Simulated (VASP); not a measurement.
These are optB86b-vdW, VASP's PBE PAW potentials (set 64) (plane waves; VASP) values and carry that method's errors.

VASP ran on this input.

### INCAR
```
! general
SYSTEM  =AlN
PREC    =Accurate
ENCUT   =520
LREAL   =.FALSE.   ! projection in real space or not
LASPH   =.TRUE.   ! aspherical one-centre terms

! electronic loop
EDIFF   =1E-6
NELM    =100   ! most electronic steps
ALGO    =Normal

! smearing
ISMEAR  =0   ! Gaussian
SIGMA   =0.05   ! width (eV)

! functional
GGA     =MK
LUSE_VDW=.TRUE.
AGGAC   =0.0
PARAM1  =0.1234
PARAM2  =1.0

! ions
IBRION  =2
NSW     =60   ! most ionic steps
ISIF    =3
EDIFFG  =-0.01

! output
LWAVE   =.FALSE.
LCHARG  =.FALSE.
```

### KPOINTS
```
Automatic
0
Gamma
  9 9 9
0 0 0
```

POSCAR:
```
AlN
1
    0.0000000000     2.1900000000     2.1900000000
    2.1900000000     0.0000000000     2.1900000000
    2.1900000000     2.1900000000     0.0000000000
Al N
1 1
Direct
  0.0000000000   0.0000000000   0.0000000000
  0.2500000000   0.2500000000   0.2500000000
```

POTCAR, in this order: Al N (PBE.64 set). Program: vasp_std.

Task: What will the output report for the number of irreducible k-points (NKPTS), largest plane-wave count, number of space-group operations, FFT grid (NGX, NGY, NGZ)?

Result: 
```yaml
number of irreducible k-points (NKPTS): 35
largest_plane_wave_count: 576
number_of_space_group_operations: 24
FFT grid (NGX, NGY, NGZ): 24 × 24 × 24
```

The compound is AlN in the zinc blende structure, a metastable form; wurtzite is the usual one. This run relaxes it. Symmetry was kept, so distortions that lower it aren't found.
